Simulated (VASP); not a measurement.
# A VASP study of HfGe (AM05): structure first, properties next, part 2 of 5

What structure does HfGe take at this level, and what are its properties? The cell is invented: it takes the structure of a Materials Project entry for HfTi (space group 187 there), with some of its atoms replaced by other elements, volume scaled by an estimate. It may not be a known or stable phase.

VASP 6.6.1, plane waves and PAW; the level of theory is named at each step.

Still holding for the runs below: The k-mesh is coarse for a metal.

So far. Step 2 (Rough relaxation of the start cell): It ends with forces that vanish by symmetry and a pressure of 0.09 GPa. The relaxed cell has a = 3.112, c = 4.379 Å (conventional setting).

## (3) Relaxing cell and atoms (AM05)

Level of this step: AM05; plane waves and PAW (Hf_pv, Ge_d); invented cell (VASP).

Properties are meant for the cell that this level of theory prefers, so cell and atoms are relaxed first (ISIF = 3) until forces and stress are small; EDIFFG sets the threshold.

Input file INCAR:

```
SYSTEM = HfGe
PREC = Accurate
ENCUT = 410
EDIFF = 1E-06
NELM = 100
ISMEAR = 0
SIGMA = 0.05
LREAL = .FALSE.
ALGO = Normal
GGA = AM
NBANDS = 18
LORBIT = 11
LWAVE = .FALSE.
LCHARG = .FALSE.
IBRION = 2
NSW = 60
ISIF = 3
EDIFFG = -0.01
```

Input file POSCAR:

```
HfGe
1.0
    3.1119088180     -0.0000000148      0.0000000000
   -1.5559549346      2.6949920497      0.0000000000
    0.0000000000      0.0000000000      4.3792029465
Hf Ge
1 1
Direct
    0.6666666700      0.3333333300      0.5000000000
    0.3333333300      0.6666666700      0.0000000000
```

Input file KPOINTS:

```
Automatic mesh
0
Gamma
8 8 5
0 0 0
```

Potentials, in the order of the species: Hf_pv and Ge_d (PBE family, release 64).

Launch:

```sh
mpirun -np 1 vasp_std
```

The log of the run:

```text
[banner, memory and clock lines left out]
running    1 mpi-ranks, on    1 nodes
 distrk:  each k-point on    1 cores,    1 groups
 distr:  one band on    1 cores,    1 groups

 POSCAR found type information on POSCAR HfGe
 POSCAR found :  2 types and       2 ions
 [... a notice as in an earlier step ...]

 LDA part: xc-table for (Slater+PW92), standard interpolation
 POSCAR, INCAR and KPOINTS ok, starting setup
 FFT: planning ... GRIDC
 FFT: planning ... GRID_SOFT
 FFT: planning ... GRID
 WAVECAR not read
 entering main loop
       N       E                     dE             d eps       ncg     rms          rms(c)
DAV:   1     0.130650275310E+03    0.13065E+03   -0.11446E+04  1142   0.268E+03
DAV:   2    -0.378928875861E+01   -0.13444E+03   -0.13085E+03  1184   0.455E+02
DAV:   3    -0.160794198364E+02   -0.12290E+02   -0.12166E+02  1312   0.975E+01
DAV:   4    -0.163401769206E+02   -0.26076E+00   -0.26051E+00  1308   0.148E+01
DAV:   5    -0.163435627002E+02   -0.33858E-02   -0.33855E-02  1350   0.187E+00    0.502E+01
DAV:   6    -0.159735897370E+02    0.36997E+00   -0.49133E-01  1180   0.457E+00    0.312E+01
DAV:   7    -0.158679695878E+02    0.10562E+00   -0.51450E-01  1224   0.644E+00    0.188E+00
DAV:   8    -0.158566617858E+02    0.11308E-01   -0.44209E-02  1284   0.191E+00    0.145E+00
DAV:   9    -0.158560705649E+02    0.59122E-03   -0.65000E-03  1308   0.720E-01    0.878E-01
DAV:  10    -0.158559169756E+02    0.15359E-03   -0.69137E-04  1190   0.198E-01    0.177E-01
DAV:  11    -0.158559194971E+02   -0.25215E-05   -0.23923E-05  1222   0.333E-02    0.388E-02
DAV:  12    -0.158559199889E+02   -0.49180E-06   -0.30440E-06   954   0.855E-03
   1 F= -.15855920E+02 E0= -.15854777E+02  d E =-.158559E+02
 curvature:   0.00 expect dE= 0.000E+00 dE for cont linesearch  0.000E+00
 trial: gam= 0.00000 g(F)=  0.541E-45 g(S)=  0.734E-03 ort = 0.000E+00 (trialstep = 0.100E+01)
 search vector abs. value=  0.734E-03
 bond charge predicted
       N       E                     dE             d eps       ncg     rms          rms(c)
DAV:   1    -0.158596291992E+02   -0.37097E-02   -0.91717E-02  1174   0.272E+00    0.403E-01
DAV:   2    -0.158577291481E+02    0.19001E-02   -0.25356E-03  1356   0.406E-01    0.217E-01
DAV:   3    -0.158569180327E+02    0.81112E-03   -0.81031E-04  1420   0.262E-01    0.125E-01
DAV:   4    -0.158568560392E+02    0.61993E-04   -0.14844E-04  1556   0.877E-02    0.409E-02
DAV:   5    -0.158568554190E+02    0.62018E-06   -0.47123E-06  1272   0.206E-02
   2 F= -.15856855E+02 E0= -.15856028E+02  d E =-.935430E-03
[... from here on, the cycles between the ionic steps are left out ...]
   3 F= -.15858150E+02 E0= -.15857820E+02  d E =-.223032E-02
   4 F= -.15855747E+02 E0= -.15855264E+02  d E =0.172942E-03
   5 F= -.15858283E+02 E0= -.15857997E+02  d E =-.236271E-02
   6 F= -.15858435E+02 E0= -.15858153E+02  d E =-.151932E-03
   7 F= -.15858474E+02 E0= -.15858189E+02  d E =-.190968E-03
   8 F= -.15858576E+02 E0= -.15858291E+02  d E =-.102285E-03
   9 F= -.15858683E+02 E0= -.15858395E+02  d E =-.209009E-03
  10 F= -.15858573E+02 E0= -.15858266E+02  d E =-.998008E-04
  11 F= -.15858694E+02 E0= -.15858401E+02  d E =-.219992E-03
 curvature:  -0.09 expect dE=-0.294E-05 dE for cont linesearch -0.294E-05
 ZBRENT: interpolating
 opt :   0.4352  next Energy=   -15.858700 (dE=-0.226E-03)
 bond charge predicted
       N       E                     dE             d eps       ncg     rms          rms(c)
DAV:   1    -0.158587356218E+02   -0.41828E-04   -0.78619E-04  1394   0.374E-01    0.620E-02
DAV:   2    -0.158587069345E+02    0.28687E-04   -0.52751E-05  1418   0.952E-02    0.218E-02
DAV:   3    -0.158586970130E+02    0.99215E-05   -0.12550E-05  1414   0.455E-02    0.110E-02
DAV:   4    -0.158586958450E+02    0.11680E-05   -0.86745E-07   578   0.937E-03    0.705E-03
DAV:   5    -0.158586956294E+02    0.21562E-06   -0.71789E-07   594   0.107E-02
  12 F= -.15858696E+02 E0= -.15858405E+02  d E =-.221958E-03
 curvature:  -0.19 expect dE=-0.357E-05 dE for cont linesearch -0.134E-06
 trial: gam=-0.06548 g(F)=  0.122E-43 g(S)=  0.188E-04 ort = 0.298E-04 (trialstep = 0.183E+00)
 search vector abs. value=  0.203E-04
 reached required accuracy - stopping structural energy minimisation
```

The job ended after 87 s (1 MPI rank of AMD EPYC 7R43, shared host; peak memory 0.12 GiB).

OUTCAR, selected parts (step 3):

```text
  LATTYP: Found a hexagonal cell.
 ALAT       =     3.1119088180
 C/A-ratio  =     1.4072401226

The static configuration has the point symmetry D_3h.

 Found     30 irreducible k-points:

   k-points           NKPTS =     30   k-points in BZ     NKDIM =     30   number of bands    NBANDS=     18

   dimension x,y,z NGX =    24 NGY =   24 NGZ =   30
   dimension x,y,z NGXF=    48 NGYF=   48 NGZF=   60

   ENCUT  =  410.0 eV  30.13 Ry    5.49 a.u.   5.14  5.14  7.23*2*pi/ulx,y,z

   NELECT =      24.0000    total number of electrons

 E-fermi :   6.3934

 k-point     1 :       0.0000    0.0000    0.0000
  band No.  band energies     occupation
    ...
      7     -17.8615      2.00000
      8     -17.8615      2.00000
      9      -5.3852      2.00000
     10       3.0560      2.00000
     11       4.2248      2.00000
     12       7.7958      0.00000
     13       7.7958      0.00000
     14      10.7017      0.00000
     15      10.7017      0.00000
     16      12.4498      0.00000
    ...

 k-point     2 :       0.1250   -0.0000    0.0000
  band No.  band energies     occupation
    ...
      7     -17.8629      2.00000
      8     -17.8575      2.00000
      9      -5.0306      2.00000
     10       3.5664      2.00000
     11       4.0984      2.00000
     12       6.9811      0.00000
     13       8.2073      0.00000
     14      10.4804      0.00000
     15      10.7999      0.00000
     16      11.2105      0.00000
    ...

  Total       -0.0197038     -0.0197038     -0.0009783      0.0000000      0.0000000      0.0000000
  in kB       -0.8609669     -0.8609668     -0.0427451      0.0000002      0.0000000      0.0000000
  external PRESSURE =      -0.5882263 kB  Pullay stress =       0.0000000 kB

  energy-cutoff  :      410.00
  volume of cell :       36.67
      direct lattice vectors                 reciprocal lattice vectors
     3.092031817 -0.000000011  0.000000000     0.323411938  0.186722035 -0.000000000
    -1.546016427  2.677778061 -0.000000000     0.000000001  0.373443945 -0.000000000
     0.000000000  0.000000000  4.428495292    -0.000000000  0.000000000  0.225810334

 POSITION                                       TOTAL-FORCE (eV/Angst)
 -----------------------------------------------------------------------------------
      1.54602      0.89259      2.21425         0.000000      0.000000      0.000000
     -0.00000      1.78519     -0.00000        -0.000000     -0.000000     -0.000000
 -----------------------------------------------------------------------------------
    total drift:                                0.000008     -0.000003      0.000000

  FREE ENERGIE OF THE ION-ELECTRON SYSTEM (eV)
  ---------------------------------------------------
  free  energy   TOTEN  =       -15.8586956294 eV

  energy  without entropy=      -15.8581144707  energy(sigma->0) =      -15.85840505

 total charge
# of ion       s       p       d       tot
------------------------------------------
    1        0.338   6.453   1.670   8.462
    2        1.161   1.171  10.035  12.367
--------------------------------------------------
tot          1.499   7.623  11.706  20.829

[... 2 parts as in an earlier step ...]

[... 7 further parts left out ...]
```

Relaxation path:

| step | energy less that of the first step (eV) | largest force (eV/Å) | pressure (GPa) | volume (Å³) |
| --- | --- | --- | --- | --- |
| 1 | 0.0000 | 0.0000 | 0.06 | 36.73 |
| 2 | -0.0009 | 0.0000 | -0.12 | 36.76 |
| 3 | -0.0022 | 0.0000 | -0.47 | 36.82 |
| 4 | 0.0002 | 0.0000 | -0.95 | 36.93 |
| 5 | -0.0024 | 0.0000 | -0.78 | 36.84 |
| 6 | -0.0025 | 0.0000 | -0.58 | 36.80 |
| 7 | -0.0026 | 0.0000 | -0.50 | 36.77 |
| 8 | -0.0027 | 0.0000 | -0.32 | 36.74 |
| 9 | -0.0028 | 0.0000 | -0.20 | 36.69 |
| 10 | -0.0027 | 0.0000 | 0.16 | 36.58 |
| 11 | -0.0028 | 0.0000 | 0.06 | 36.65 |
| 12 | -0.0028 | 0.0000 | -0.06 | 36.67 |

| conventional cell, symmetrised | before | after | change |
| --- | --- | --- | --- |
| a (Å) | 3.112 | 3.092 | -0.6 % |
| b (Å) | 3.112 | 3.092 | -0.6 % |
| c (Å) | 4.379 | 4.428 | +1.1 % |
| volume (Å³/atom) | 18.36 | 18.33 | -0.2 % |

Final coordinates:

```xyz
2
Lattice="3.0920 0.0000 0.0000 -1.5460 2.6778 0.0000 0.0000 0.0000 4.4285" Properties=species:S:1:pos:R:3 pbc="T T T"
Hf    1.5460    0.8926    2.2142
Ge    0.0000    1.7852    0.0000
```

This step gave:

| Item | Value |
| --- | --- |
| irreducible k-points | 30 |
| free energy (TOTEN) | -15.86 eV |
| energy at zero smearing | -15.86 eV |
| Fermi energy | 6.393 eV |
| pressure | -0.05882 GPa |
| SCF cycles over all ionic steps | 73 |

It ends with forces that vanish by symmetry and a pressure of -0.06 GPa.

## (4) Single point with fields (AM05)

The relaxed cell gets a fresh self-consistent run, on a basis set for its own volume, to fix the density and to check the remaining stress.

INCAR: that of step 3 with these lines changed.

```diff
@@ -13,6 +13,5 @@
 LWAVE = .FALSE.
-LCHARG = .FALSE.
-IBRION = 2
-NSW = 60
-ISIF = 3
-EDIFFG = -0.01
+LCHARG = .TRUE.
+ISIF = 2
+LELF = .TRUE.
+LVHAR = .TRUE.
```

Input file POSCAR:

```
HfGe
1.0
    3.0920318168     -0.0000000107      0.0000000000
   -1.5460164272      2.6777780606      0.0000000000
    0.0000000000      0.0000000000      4.4284952924
Hf Ge
1 1
Direct
    0.6666666700      0.3333333300      0.5000000000
    0.3333333300      0.6666666700      0.0000000000
```

KPOINTS is that of step 3.

Launch:

```sh
mpirun -np 1 vasp_std
```

The log of the run:

```text
[... set-up lines as in an earlier step ...]
 entering main loop
       N       E                     dE             d eps       ncg     rms          rms(c)
DAV:   1     0.119622671238E+03    0.11962E+03   -0.11475E+04  1178   0.264E+03
DAV:   2    -0.486577951069E+01   -0.12449E+03   -0.12151E+03  1142   0.437E+02
DAV:   3    -0.161140814873E+02   -0.11248E+02   -0.11173E+02  1340   0.931E+01
DAV:   4    -0.163266135458E+02   -0.21253E+00   -0.21233E+00  1324   0.132E+01
DAV:   5    -0.163292627492E+02   -0.26492E-02   -0.26490E-02  1276   0.165E+00    0.500E+01
DAV:   6    -0.159731058328E+02    0.35616E+00   -0.43988E-01  1188   0.455E+00    0.309E+01
DAV:   7    -0.158673951058E+02    0.10571E+00   -0.46907E-01  1210   0.624E+00    0.159E+00
DAV:   8    -0.158591158805E+02    0.82792E-02   -0.41089E-02  1276   0.187E+00    0.111E+00
DAV:   9    -0.158587034401E+02    0.41244E-03   -0.45986E-03  1370   0.661E-01    0.651E-01
DAV:  10    -0.158586215216E+02    0.81919E-04   -0.41667E-04  1298   0.182E-01    0.164E-01
DAV:  11    -0.158586229863E+02   -0.14647E-05   -0.14486E-05  1248   0.291E-02    0.394E-02
DAV:  12    -0.158586235426E+02   -0.55636E-06   -0.17479E-06   914   0.118E-02
   1 F= -.15858624E+02 E0= -.15858333E+02  d E =-.581249E-03
```

It took 11 s on 1 MPI rank; peak memory 0.11 GiB.

Parts of OUTCAR (step 4):

```text
  LATTYP: Found a hexagonal cell.
 ALAT       =     3.0920318168
 C/A-ratio  =     1.4322282417

The static configuration has the point symmetry D_3h.

 Found     30 irreducible k-points:

   dimension x,y,z NGX =    20 NGY =   20 NGZ =   30
   dimension x,y,z NGXF=    40 NGYF=   40 NGZF=   60

   ENCUT  =  410.0 eV  30.13 Ry    5.49 a.u.   5.10  5.10  7.31*2*pi/ulx,y,z

   NELECT =      24.0000    total number of electrons

 E-fermi :   6.3935

 k-point     1 :       0.0000    0.0000    0.0000
  band No.  band energies     occupation
    ...
      7     -17.8619      2.00000
      8     -17.8619      2.00000
      9      -5.3853      2.00000
     10       3.0560      2.00000
     11       4.2248      2.00000
     12       7.7958      0.00000
     13       7.7958      0.00000
     14      10.7019      0.00000
     15      10.7019      0.00000
     16      12.4500      0.00000
    ...

 k-point     2 :       0.1250    0.0000    0.0000
  band No.  band energies     occupation
    ...
      7     -17.8633      2.00000
      8     -17.8579      2.00000
      9      -5.0307      2.00000
     10       3.5664      2.00000
     11       4.0983      2.00000
     12       6.9811      0.00000
     13       8.2073      0.00000
     14      10.4806      0.00000
     15      10.8000      0.00000
     16      11.2105      0.00000
    ...

  Total       -0.0213924     -0.0213924     -0.0012803      0.0000000      0.0000000      0.0000000
  in kB       -0.9347509     -0.9347508     -0.0559431      0.0000002      0.0000000      0.0000000
  external PRESSURE =      -0.6418149 kB  Pullay stress =       0.0000000 kB

  energy-cutoff  :      410.00
  volume of cell :       36.67
      direct lattice vectors                 reciprocal lattice vectors
     3.092031817 -0.000000011  0.000000000     0.323411938  0.186722035  0.000000000
    -1.546016427  2.677778061  0.000000000     0.000000001  0.373443945  0.000000000
     0.000000000  0.000000000  4.428495292     0.000000000  0.000000000  0.225810334

 POSITION                                       TOTAL-FORCE (eV/Angst)
 -----------------------------------------------------------------------------------
      1.54602      0.89259      2.21425        -0.000000     -0.000000      0.000000
     -0.00000      1.78519      0.00000         0.000000      0.000000      0.000000
 -----------------------------------------------------------------------------------
    total drift:                                0.000009     -0.000003     -0.000000

  FREE ENERGIE OF THE ION-ELECTRON SYSTEM (eV)
  ---------------------------------------------------
  free  energy   TOTEN  =       -15.8586235426 eV

  energy  without entropy=      -15.8580422937  energy(sigma->0) =      -15.85833292

 total charge
# of ion       s       p       d       tot
------------------------------------------
    1        0.338   6.453   1.670   8.462
    2        1.161   1.171  10.035  12.367
--------------------------------------------------
tot          1.500   7.624  11.706  20.829

[... 2 parts as in an earlier step ...]

[... 7 further parts left out ...]
```

Numbers from this step:

| Quantity | Value |
| --- | --- |
| SCF cycles | 12 |
| Fermi energy | 6.394 eV |
| pressure | -0.06418 GPa |

Valence electrons inside each PAW sphere by angular momentum. Sphere charges, by row:

| atom | s (e) | p (e) | d (e) | tot (e) |
| --- | --- | --- | --- | --- |
| Hf1 | 0.338 | 6.453 | 1.67 | 8.462 |
| Ge2 | 1.161 | 1.171 | 10.04 | 12.37 |

Valence density in the ac plane at fractional y = 0.333, with atoms of Hf within 0.2 Å of it. It is the smooth field of the valence electrons, not physical close to the nuclei.

Ten even steps from '0' (0.2 e/Å³) to '9' (3.6 e/Å³):
```
0011000000000000
0000000000000000
0000000000000000
0000000000000000
0000000000000000
0000000000000000
0000000001121000
0000000023444210
0000000246776421
0000001368998641
0000001479999852
0000001479999852
0000001368998641
0000000246776421
0000000023444210
0000000001121000
0000000000000000
0000000000000000
0000000000000000
0000000000000000
0000000000000000
0011000000000000
0011100000000000
```
Columns run along a (3.1 Å), rows up along c (4.4 Å). Atoms in or near the plane, at fractional coordinates: Hf at (0.67, 0.50).

ELF in the ac plane at fractional y = 0.333, with atoms of Hf within 0.2 Å of it. It is the smooth field of the valence electrons, not physical close to the nuclei.

Ten even steps from '0' (0.00) to '9' (0.55):
```
7777777787777887
7777777877777788
8888888876666678
8999988654444567
7999986432222235
5799863223443223
3577642246887422
2466522478999753
3356424687556875
4355436873102687
5355447961000488
5355447961000488
4355436873102687
3356424687556875
2466522478999753
3577642246887422
5799863223443223
7999986432222235
8999988654444567
8888888876666678
7777777877777788
7777777787777887
7777777788777887
```
Columns run along a (3.1 Å), rows up along c (4.4 Å). Atoms in or near the plane, at fractional coordinates: Hf at (0.67, 0.50).

Electrostatic potential energy in the ac plane at fractional y = 0.333, with atoms of Hf within 0.2 Å of it. With pseudopotentials it is smooth inside the atoms' cores, unlike the true potential.

Values in eV, 20 rows by 16 columns, each cell a mean:
```
 -5 -11 -14 -15 -13  -8  -4  -1   0   2   2   2   2   1  -1  -2
 -3  -6  -9  -9  -8  -5  -2  -1   0   1   1   1   1   1   0  -2
 -2  -2  -3  -4  -3  -2  -1  -1   0   0   0   0   0   0   0  -1
 -1  -1  -1  -1  -1  -1  -1  -1  -2  -3  -3  -3  -3  -2  -1  -1
 -1   0   0   0   0  -1  -2  -4  -6  -7  -8  -8  -8  -6  -4  -2
 -2   0   1   1   0  -2  -4  -8 -11 -12 -13 -13 -13 -11  -9  -5
 -5  -2   0   0  -1  -4  -8 -12 -14 -16 -17 -17 -17 -15 -13  -9
 -8  -3  -1  -1  -2  -6 -11 -14 -17 -20 -21 -22 -21 -18 -15 -12
 -9  -4  -2  -1  -3  -8 -12 -16 -20 -23 -24 -24 -23 -21 -17 -14
-10  -5  -2  -2  -4  -8 -13 -17 -20 -24 -24 -24 -24 -22 -18 -14
-10  -5  -2  -1  -3  -8 -12 -16 -20 -23 -24 -24 -23 -21 -17 -14
 -8  -3  -1  -1  -2  -6 -11 -15 -18 -20 -22 -22 -21 -19 -16 -12
 -5  -2   0   0  -1  -4  -8 -12 -15 -17 -18 -18 -17 -16 -13 -10
 -3   0   1   1   0  -2  -5  -8 -11 -13 -14 -14 -13 -12  -9  -6
 -1   0   0   1   0  -1  -2  -4  -6  -8  -9  -9  -8  -7  -5  -3
 -1  -1  -1  -1  -1  -1  -1  -2  -2  -3  -3  -3  -3  -2  -2  -1
 -2  -2  -3  -3  -3  -2  -1  -1   0   0   0   0   0   0   0  -1
 -3  -5  -8  -9  -7  -4  -2  -1   0   1   1   1   1   1   0  -1
 -5 -10 -14 -14 -12  -8  -4  -1   0   1   2   2   2   1  -1  -2
 -6 -13 -17 -17 -15  -9  -4  -1   0   2   2   2   2   1  -1  -2
```
Columns run along a (3.1 Å; values clipped at the 3rd and 97th percentile), rows up along c (4.4 Å). Atoms in or near the plane, at fractional coordinates: Hf at (0.67, 0.50).

In this run the pressure is -0.06 GPa, small enough to go on.

(Part 2 of 5 ends here.)

[Lines on the potential files, build, host, timing and source positions are cut from VASP's logs without a mark.]

[Logs are printed without paths, hosts, clocks, repeated set-up lines and the standing remarks that a program may print on its own settings, such as how far it seeks lower states.]

[Hosts, paths, dates, database ids (printed as entryN), source tags and the programs' standing remarks are cut or masked in the printed files.]

[A measured line is paired with the nearest computed mode of its activity, which favours agreement.]
